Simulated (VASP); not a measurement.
Energy against volume of AlN (zinc blende). Level of theory: HSEsol screened hybrid, VASP's PBE PAW potentials (set 64) (plane waves; VASP 6.6.1). Settings: 520 eV cut-off, 8×8×8 Γ-centred mesh, Gaussian smearing of 0.050 eV, potentials Al N.

| V (Å³/atom) | E (eV/atom) |
|---|---|
| 10.017 | -8.98358 |
| 10.336 | -8.98861 |
| 10.656 | -8.98037 |
| 10.976 | -8.96069 |

Question: Fit these four points and predict the energy of the run at 9.697 Å³/atom.

Answer: A cubic in V^(−2/3), the third-order Birch-Murnaghan form, passes through the four points with V0 = 10.29 Å³/atom and B0 = 219 GPa, and gives -8.9631 eV/atom there. The run gave -8.9631 eV/atom, -0.0 meV/atom from the fit; all five points give B0 = 219 GPa.

The compound is AlN in the zinc blende structure, a metastable form; wurtzite is the usual one. It was relaxed first. The cell's shape comes from a PBE relaxation.
